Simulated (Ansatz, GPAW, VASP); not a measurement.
## BiTe: 4 runs at one level of theory

```
Bi Te
1.0
     0.00000    3.23500    3.23500
     3.23500    0.00000    3.23500
     3.23500    3.23500    0.00000
Bi Te
1 1
Direct
  0.00000 0.00000 0.00000
  0.50000 0.50000 0.50000
```

Alike in all runs: task single point; functional RPBE; k mesh 7 × 7 × 7; occupations gaussian, width 0.1 eV; no spin polarisation; no spin-orbit coupling. Pressure is positive in compression and, in plane waves, holds the error of the finite cutoff, which Ansatz's Pulay term estimates and takes out.

```csv
program and potentials,plane-wave cutoff (eV),notes,pressure (GPa)
"Ansatz, Ansatz PAW",420,"potentials made for PBE, which Ansatz adapts in part; 15.5 valence electrons an atom on average; Pulay term of +0.03 GPa included",2.24
"GPAW, the program's PAW data sets (release 1.2.1) made for this functional",600,10.5 valence electrons an atom on average,2.03
"VASP, PBE PAW files Bi_d, Te, 520 eV",520,potentials made for PBE; 10.5 valence electrons an atom on average,2.18
"Ansatz, all-electron LAPW, scalar-relativistic",-,-,2.25
```

The pressure spans 2.03 (GPAW, the program's PAW data sets (release 1.2.1) made for this functional) to 2.25 GPa (Ansatz, all-electron LAPW, scalar-relativistic), with all-electron results at 2.25. Some sets were made for another functional than the one run, which can shift their rows.

Differences between rows come from potentials, basis sets and numerical settings, since the functional is the same but for its coding. Runs on potential files found faulty are left out.
